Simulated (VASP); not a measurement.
OSZICAR of a VASP run on Se (trig):

### OSZICAR
```
       N       E                     dE             d eps       ncg     rms          rms(c)
DAV:   1     0.653463867221E+02    0.65346E+02   -0.52492E+03 16224   0.315E+02
DAV:   2    -0.838897486969E+01   -0.73735E+02   -0.69225E+02 20216   0.864E+01
DAV:   3    -0.116222768829E+02   -0.32333E+01   -0.31989E+01 20211   0.171E+01
DAV:   4    -0.116347086316E+02   -0.12432E-01   -0.12430E-01 19472   0.115E+00
DAV:   5    -0.116347406620E+02   -0.32030E-04   -0.32030E-04 19782   0.607E-02    0.706E+00
DAV:   6    -0.115799375275E+02    0.54803E-01   -0.12495E-02 19024   0.444E-01    0.430E+00
DAV:   7    -0.115604347389E+02    0.19503E-01   -0.35835E-02 19264   0.618E-01    0.178E-01
DAV:   8    -0.115597594151E+02    0.67532E-03   -0.42786E-03 18632   0.216E-01    0.750E-02
DAV:   9    -0.115597850560E+02   -0.25641E-04   -0.13566E-04 19819   0.334E-02    0.337E-02
DAV:  10    -0.115597915639E+02   -0.65079E-05   -0.61793E-06 19594   0.800E-03    0.605E-03
DAV:  11    -0.115597914999E+02    0.64044E-07   -0.41216E-07 20063   0.241E-03
   1 F= -.11559791E+02 E0= -.11559791E+02  d E =-.200303E-13
 imaginary and real dielectric function
```

### Question
Which electronic solver shows in the log?

### Answer
It is blocked Davidson (ALGO = Normal, or the opening steps of other solvers). The INCAR had ALGO = Normal.

### Question
Can the final energy be trusted as converged?

### Answer
The run converged. It stopped with EDIFF = 1E-7, NELM = 100 (PBEsol GGA, plane waves, VASP's PBE PAW potentials (set 64)). The dielectric response may not be converged in the k-mesh; for small gaps it tends to come out too large. Without a dispersion term in the relaxation, distances and binding between the weakly bound layers, chains or molecules are unreliable, and so is what depends on them.

The compound is Se in the trig structure. It was relaxed first, which changed the volume by -11 %.
